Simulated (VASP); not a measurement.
Sn (relaxed from the simple-cubic structure, space group Pm-3m): computed properties

Method: r2SCAN meta-GGA, VASP's PBE PAW potentials (set 64) (plane waves; VASP 6.6.1).

```json
{
  "space_group": "Pm-3m (221)",
  "cell": "a = 3.058 Å, b = 3.058 Å, c = 3.058 Å, α = 90.00°, β = 90.00°, γ = 90.00°",
  "volume_per_atom": "28.60 Å³/atom",
  "band gap (over mesh and band path)": "none (metal, semimetal or under 0.01 eV)",
  "band_gap_with_spin_orbit_coupling": "none (metallic)",
  "density": "6.89 g/cm³"
}
```

Sn has the cubic space group Pm-3m (No. 221), the simple cubic structure, Pearson symbol cP1. Conventional cell: a = b = c = 3.058 Å, α = β = γ = 90.00°. Sn on 1a is surrounded by 6 Sn at 3.058 Å (octahedral). (Neighbours: up to the widest gap in distance over summed covalent radii, below 1.35, at either atom.)

Unless said otherwise, spin-orbit coupling is left out, though it shifts the bands of the heavy elements here.

The structure was generated: Sn was put into the simple-cubic type (Pm-3m), which need not be its known phase. It was relaxed first, which changed the volume by -5 %. Symmetry was kept, so distortions that lower it aren't found.
